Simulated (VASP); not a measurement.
Level of theory: PBE GGA, VASP's PBE PAW potentials (set 64) (plane waves; VASP).

Input for VASP

### INCAR
```
! general
SYSTEM   =  CsPbCl3
PREC     =  Accurate
ENCUT    =  500   ! plane-wave cut-off (eV)
LREAL    =  .False.
LASPH    =  .True.   ! aspherical one-centre terms

! electronic loop
EDIFF    =  1E-6
NELM     =  100   ! most electronic steps
ALGO     =  Normal
LMAXMIX  =  4

! smearing
ISMEAR   =  0
SIGMA    =  0.05   ! width (eV)

! functional
GGA      =  PE   ! PBE

! ions
IBRION   =  2
NSW      =  40
ISIF     =  3   ! ions, shape and volume
EDIFFG   =  -0.02
PSTRESS  =  200   ! kbar

! output
LWAVE    =  .False.
LCHARG   =  .False.
```

File KPOINTS:
```
Automatic mesh
0
Gamma
4 4 4
0 0 0
```

POSCAR:
```
CsPbCl3
1
    5.2752819998     0.0000000000     0.0000000000
    0.0000000000     5.2752819998     0.0000000000
    0.0000000000     0.0000000000     5.2752819998
Cs Pb Cl
1 1 3
Direct
  0.0000000000   0.0000000000   0.0000000000
  0.5000000000   0.5000000000   0.5000000000
  0.5000000000   0.0000000000   0.5000000000
  0.0000000000   0.5000000000   0.5000000000
  0.5000000000   0.5000000000   0.0000000000
```

POTCAR, in this order: Cs_sv Pb_d Cl (PBE.64 set). Program: vasp_std.

### Question
What will the output report for the number of irreducible k-points (NKPTS), largest plane-wave count, number of space-group operations, FFT grid (NGX, NGY, NGZ)?

### Answer

```yaml
number of irreducible k-points (NKPTS): 10
largest_plane_wave_count: 3764
number_of_space_group_operations: 48
FFT grid (NGX, NGY, NGZ): 40 × 40 × 40
```

The compound is CsPbCl3 in the cubic perovskite structure, the ideal cubic form; the compound distorts at low or room temperature. This run relaxes it under an external pressure of 20 GPa. Symmetry was kept, so distortions that lower it aren't found. The k-mesh is coarse (spacing up to 0.31 per Å, 2π included), so the numbers may not be converged in it.
